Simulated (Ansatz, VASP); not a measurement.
# AlNi in two plane-wave programs, part 2 of 2

Wanted: the spread between two codes on one cell, functional and k mesh. The cell is taken from a series of runs on this material, whose earlier steps may have relaxed, scaled, displaced or heated it; both programs get it as it stands.

VASP 6.6.1 and Ansatz 0.2.0.

So far: Starting point; VASP: zone-centre phonons, LDA.

### Step 3. Ansatz: zone-centre phonons, LDA

Level of this step: Ansatz beside VASP: Kohn-Sham DFT, plane waves, LDA (Ansatz).

Ansatz runs on its PAW soft_1 files.

The same cell, functional (in two slightly different forms), mesh and smearing now go to Ansatz, which takes its cutoff from its data sets.

Input file input.yaml:

```yaml
crystal:
  lattice:
    - [2.877101349, 0.0, 0.0]
    - [0.0, 2.877101349, 0.0]
    - [0.0, 0.0, 2.718639952]
  atoms:
    - { symbol: Al, position: [0.0, 0.0, 0.0] }
    - { symbol: Ni, position: [0.5, 0.5, 0.5] }
kpoints:
  mp_grid: { grid: [16, 16, 16] }
hamiltonian:
  xc: lda
  pseudopotentials: { kind: paw, azcp: { folder: soft_1 }, xc_functional: pbe }
scf:
  occupations: { method: methfessel_paxton, width: 0.2 }
output:
  eigenvalues: true
phonons:
  method: dfpt
```

Started as:

```bash
$ ansatz run input.yaml --threads 4 --pin off --max-ram 10240MiB --backend cpu --events-out ev --progress --plain --runs-dir out
```

Numbers of over 12 decimals in the logs are rounded to 6 here.

The log of the run:

```text
zone centre: on kpoints.mp_grid the ground state, and the responses unless they are solved on pairs of k-points, stand on 729 of the mesh's 4096 k-points, reduced under 8 symmetry operations, with k and −k counted as one. Each operation leaves every solved displacement unchanged or reverses it
Engine: ansatz 0.2.0, x86_64-unknown-linux-gnu
Pseudopotentials: kind: paw
Pseudopotential: Al, paw, valence charge 3, recommended cutoff 420 eV (normal), soft_1/Al.paw.azcp
Pseudopotential: Ni, paw, valence charge 18, recommended cutoff 420 eV (normal), soft_1/Ni.paw.azcp
Functional definition: SPW92
  exchange = slater_x
  correlation = pw_c
Crystal: 2 atoms, lattice volume = 22.504 Å³
Basis set: ecut = 420 eV, 461 PW (Γ), exchange–correlation on 40×40×40 points (8 copies of the dense FFT grid, shifted against one another)
Bands: 15, of which v1, the nominal top of the filled ones, is band 11 counted from 1 (10 counted from 0)
Symmetry: 16 space group operations
k-points: 729 of 4096 (irreducible under 8 space group operations)
Non-local potential: Al, projectors of the file, l = 0: 2, l = 1: 2, l = 2: 1
Non-local potential: Ni, projectors of the file, l = 0: 3, l = 1: 2, l = 2: 3, l = 3: 1
PAW form: soft (Blöchl's): semilocal exchange-correlation on the pseudo side does not see the compensation charge
PAW frozen core: Al, regenerated for the run's functional, and the local potential with it (the file was generated under x = pbe(κ = 0.804, μ = 0.219515), c = pbe(β = 0.066725))
PAW frozen core: Ni, regenerated for the run's functional, and the local potential with it (the file was generated under x = pbe(κ = 0.804, μ = 0.219515), c = pbe(β = 0.066725))
PAW one-centre angular grid: Al, 110 points (default); XC on 64 Gauss nodes
PAW one-centre angular grid: Ni, 590 points (default); XC on 64 Gauss nodes
Initial density: superposition of atomic densities (chi_scale 0.1, normalization cell, long waves kept (reshape's long-wave potential 0.00 eV rms))
Initial wavefunctions: pseudopotential atomic-orbital guess
Functional: x = slater, c = lda
SCF iter   1: F=—  HF=-6288.031871 eV  |F-HF|=—  |Δ(HF+E_count)|=         —  Δρ=7.04e-2  dr2=1.22e0  ethr=3.10e-3  ⟨swp⟩=4.0  Hψ=48456  notcnv=0
preconditioner: auto → none  [metal: Δε(μ)=0.017 eV  Ē_g=10.569 eV  σ=0.200 eV  W_gap=0.07  n_scr=6 (ndim 8)  ℏωp=28.2 eV  f_vac=0.000  D(μ)=0.75/eV (n_scr^D=6)  sad-step TF]
SCF iter   2: F=—  HF=-6287.863043 eV  |F-HF|=—  |Δ(HF+E_count)|=   1.69e-1  S|Δr|=    0.00e0  Δρ=5.64e-2  dr2=7.98e-1  ethr=3.10e-3  ⟨swp⟩=2.0  Hψ=19473  notcnv=0  defer=145
SCF iter   3: F=—  HF=-6287.667505 eV  |F-HF|=—  |Δ(HF+E_count)|=   1.96e-1  S|Δr|=    0.00e0  Δρ=1.48e-2  dr2=5.26e-2  ethr=3.10e-3  ⟨swp⟩=2.0  Hψ=13941  notcnv=0  defer=145
SCF iter   4: F=—  HF=-6287.657069 eV  |F-HF|=—  |Δ(HF+E_count)|=   1.04e-2  S|Δr|=    0.00e0  Δρ=3.66e-3  dr2=1.62e-3  ethr=2.51e-4  ⟨swp⟩=1.2  Hψ=16797  notcnv=0  defer=140
SCF iter   5: F=—  HF=-6287.657170 eV  |F-HF|=—  |Δ(HF+E_count)|=   1.02e-4  S|Δr|=    0.00e0  Δρ=1.86e-3  dr2=3.69e-4  ethr=7.73e-6  ⟨swp⟩=2.2  Hψ=15293  notcnv=0  defer=140
SCF iter   6: F=—  HF=-6287.657066 eV  |F-HF|=—  |Δ(HF+E_count)|=   1.04e-4  S|Δr|=    0.00e0  Δρ=4.11e-4  dr2=1.93e-5  ethr=1.76e-6  ⟨swp⟩=2.3  Hψ=15775  notcnv=0  defer=140
SCF iter   7: F=—  HF=-6287.657062 eV  |F-HF|=—  |Δ(HF+E_count)|=   4.78e-6  S|Δr|=    0.00e0  Δρ=4.54e-5  dr2=2.45e-7  ethr=9.18e-8  ⟨swp⟩=2.2  Hψ=14996  notcnv=0  defer=140
SCF iter   8: F=—  HF=-6287.657080 eV  |F-HF|=—  |Δ(HF+E_count)|=   1.82e-5  S|Δr|=    0.00e0  Δρ=2.72e-6  dr2=8.99e-10  ethr=1.17e-9  ⟨swp⟩=2.2  Hψ=15668  notcnv=0  defer=140
SCF iter   9: F=-6287.657080 eV  HF=-6287.657080 eV  |F-HF|=1.82e-12  |Δ(HF+E_count)|=  1.06e-10  S|Δr|=    0.00e0  Δρ=1.67e-7  dr2=2.95e-12  ethr=1.00e-12  ⟨swp⟩=5.2  Hψ=55953  notcnv=0
SCF 1 converged in 9 iterations: F = -6287.657080 eV  dr2 = 2.95e-12
  greatest PAW one-centre occupation: 1.001 electrons in one spin orbital (limit 2), on the Ni atom at site 1 (counted from 0), in its partial waves of l = 1
DFPT response loops at Γ: preconditioner auto → Kerker (q_TF=auto, 2.697 Å⁻¹) (partly filled bands, converged f_vac=0.000); β = 1.00, the filter's whole step (`scf.mixing.beta` (0.50) is not read by the response loops under this deck's `scf.mixing.preconditioner`; to damp them name `kerker` or `kerker_dos`, under which they read `scf.mixing.beta`, and type it under 1.00, their step now; both keys bind the ground state too); Broyden in place of MSR1
SCF converged after 9 iterations
Stability not checked: this state was not tested for a lower state beside it, because cold or Methfessel-Paxton smearing, or corrected tetrahedra, fill the levels in a way that the test cannot read (fill_not_monotonic; see scf.lower_state_search)
Free energy (F): -6287.657080 eV
Harris-Foulkes:  -6287.657080 eV  (|F-HF|=1.82e-12)
Internal energy: -6287.656822 eV  (E = F + TS)
E sigma→0 (E₀):  -6287.657015 eV
Entropy (-TS):   -0.000258 eV (-0.129 meV/atom)
Fermi energy:    14.600572 eV
--- Per-component energies (eV) ---
  E_band       = -323.431034
  E_kinetic    = 371.323516
  E_local      = -3670.506074  (includes V_loc(G=0)·N_el)
  E_nonlocal   = -101.767601
  E_hartree    = 1931.492426
  E_xc         = -152.610904
  E_vxc        = -178.918266  (∫ρ·V_xc dr)
  E_paw        = -2037.608101  (= ΣΔE_a)
  E_vpaw       = -606.548146  (= ΣTr[D̂ρ^β])
  E_aug_tail   = 0.000798  (compensation charges beyond the density's cutoff)
  E_ewald      = -2628.470719
  E_core_change = 0.489838  (= ΣΔE_core)
  E_smearing   = -0.000258  (= −TS)
  E_closure    = -0.000000  (closes the sum)
  Σ components = -6287.657080   (vs F -6287.657080, Δ=0.00e0)
--- Band table (eV; the first three rows and the last of 729) ---
  k-point 0: bands = [... 7 lower, 12.7908, 12.9788, 12.9788, 19.6118, 19.6118, 21.7657, 22.7397, 23.0366]
  k-point 1: bands = [... 7 lower, 12.7961, 12.9343, 12.9343, 19.7216, 19.7216, 20.6492, 22.7467, 23.9329]
  k-point 2: bands = [... 7 lower, 12.8110, 12.8125, 12.8125, 19.0372, 20.0399, 20.0399, 22.7673, 24.9334]
  k-point 728: bands = [... 7 lower, 13.4511, 13.5899, 16.5063, 16.5063, 16.6253, 18.7461, 18.9435, 19.5764]
--- Phonons (Γ-DFPT): 4 representative perturbations + reference, on 729 of 4096 k-points (Σ response iterations 13) ---
  k mesh reduced under 8 symmetry operations, with k and −k counted as one. Each operation leaves every solved displacement unchanged or reverses it
  ASR residual: 9.468e-5 → 0.000e0 eV/Å²; symmetrization residual: 1.030e-6 eV/Å²
  ASR residual per site (eV/Å²): 3.48e-6 9.47e-5
  Γ frequencies (cm⁻¹): 0.00 0.00 0.00 309.00 312.79 312.79
  non-analytic LO–TO correction: not included (Born effective charges unavailable; polar crystals: no LO–TO splitting at Γ)
```

### Step 4. Differences

Known differences besides the potentials themselves: the two LDA forms differ slightly; the data sets hold 21 valence electrons in Ansatz (on its PAW soft_1 files) and 13 in VASP; the cutoff is 420 eV in Ansatz and 600 eV in VASP; VASP's log shows a relativistic correction to its local exchange, Ansatz's none. Total energies have different zeros and are not compared.

The two programs side by side:

| quantity | Ansatz | VASP | difference |
| --- | --- | --- | --- |
| optical mode 1 (cm⁻¹) | 309.0 | 311.2 | -0.71 % |
| optical mode 2 to 3 (cm⁻¹) | 312.8 | 315.5 | -0.85 % |

Modes are paired by rising frequency, not by their patterns, so a pair may set unlike modes beside each other; they are those without the splitting of longitudinal modes.

### Step 5. What came out

* r.m.s. difference of the optical zone-centre modes, each program's sorted by frequency (zone-centre phonons, LDA): 2.5 cm⁻¹
* difference in optical mode 2 to 3 (zone-centre phonons, LDA): -0.9 %

What this shows: The r.m.s. difference of the optical zone-centre modes, each program's sorted by frequency is 2.5 cm⁻¹ (zone-centre phonons, LDA). The data sets hold unlike numbers of valence electrons (21 in Ansatz and 13 in VASP), so part of the differences comes from the potentials. Among the rows given in per cent, the largest difference of the zone-centre phonons, LDA pair is in optical mode 2 to 3, -0.9 %. Such differences can come from data sets, numerical settings and the points named under the comparisons, not from the functional's error against experiment.

[Lines on the potential files, build, host, timing and source positions are cut from VASP's logs without a mark.]

[Logs are printed without paths, hosts, clocks, repeated set-up lines and the standing remarks that a program may print on its own settings, such as how far it seeks lower states.]

[Hosts, paths, dates, database ids (printed as entryN), source tags and the programs' standing remarks are cut or masked in the printed files.]
